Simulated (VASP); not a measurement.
Energy against volume of CoAl (CsCl type). Level of theory: r2SCAN meta-GGA, VASP's PBE PAW potentials (set 64) (plane waves; VASP). Numerical set-up: 520 eV cut-off, 13×13×13 Γ-centred mesh, first-order Methfessel-Paxton smearing of 0.10 eV, potentials Al Co.

```
V (Å³/atom)  E (eV/atom)
-----------  -----------
10.558         -10.51185
10.895         -10.53331
11.232         -10.54002
11.569         -10.53412
```

Question: Fit these four points and predict the energy of the run at 11.905 Å³/atom.

Answer: A cubic in V^(−2/3), the third-order Birch-Murnaghan form, passes through the four points with V0 = 11.23 Å³/atom and B0 = 199 GPa, and gives -10.5175 eV/atom there. The run gave -10.5174 eV/atom, +0.0 meV/atom from the fit; all five points give B0 = 199 GPa.

The compound is CoAl in the CsCl type structure. It was relaxed first. The run is not spin-polarised, so no magnetic state was tried.
